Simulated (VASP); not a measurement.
Data:

```
Be3HgTe4
1.0
    0.00000     2.90647     2.90647
    2.90647     0.00000     2.90647
   11.75678    11.75678    -0.13091
Hg Te Be
1 4 3
Cartesian
 11.67339  11.67339  -0.04752
  1.68469   1.68469   1.22178
  4.47973   4.47973   1.33321
  7.29220   7.29220   1.42721
 10.09236  10.09236   1.53351
  5.97945   5.97945   5.64642
  8.78677   8.78677   5.74557
  8.69713   8.69713   0.02227
```

These are PBEsol GGA, VASP's PBE PAW potentials (set 64) (plane waves; VASP 6.6.1) values and carry that method's errors. Settings: 400 eV cut-off, 7×7×2 Γ-centred mesh, tetrahedra with Blöchl corrections, potentials Hg Te Be.

The cores are frozen, which limits the accuracy of field gradients.

Question: Give the principal components of the electric field gradient (V/Å²) and the asymmetry η at each nucleus.

Answer: 
```csv
atom,Vxx,Vyy,Vzz,η
Hg1,43.6,43.6,-87.1,0.00
Te2,-63.8,-63.8,127.5,0.00
Te3,14.7,14.7,-29.3,0.00
Te4,15.1,15.1,-30.3,0.00
Te5,-60.2,-60.2,120.4,0.00
Be6,0.1,0.1,-0.2,-
Be7,0.6,0.6,-1.2,0.00
Be8,0.4,0.4,-0.8,0.00
```

The structure was generated: Be3HgTe4 was put into an ordered model structure (R3m), which need not be its known phase. It was relaxed first.
